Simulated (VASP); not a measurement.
Here is the system:

```
CsCl
1.0
    4.21211     0.00000     0.00000
    0.00000     4.21211     0.00000
    0.00000     0.00000     4.21211
Cs Cl
1 1
Direct
  0.00000   0.00000   0.00000
  0.50000   0.50000   0.50000
```

The numbers are results of PBE GGA with D3 dispersion (Becke-Johnson damping), VASP's PBE PAW potentials (set 64) (plane waves; VASP), not measurements. Numerical set-up: 520 eV cut-off, 7×7×7 Γ-centred mesh, Gaussian smearing of 0.050 eV, potentials Cs_sv Cl.

Unless said otherwise, spin-orbit coupling is left out, though it shifts the bands of the heavy elements here.

### Question
What does the run give for the energy per atom (σ→0), band gap (on the k-mesh) with the smallest direct gap where there is one?

### Answer

```json
{
  "band gap (on the k-mesh)": "4.98 eV",
  "smallest direct gap (on the k-mesh)": "4.98 eV",
  "energy per atom (σ→0)": "-3.466 eV/atom"
}
```

Total energies compare only between runs with the same potentials, cut-off and functional.

The compound is CsCl in the CsCl type structure. This cell is one point of a volume scan, at 1.06 of the reference volume.
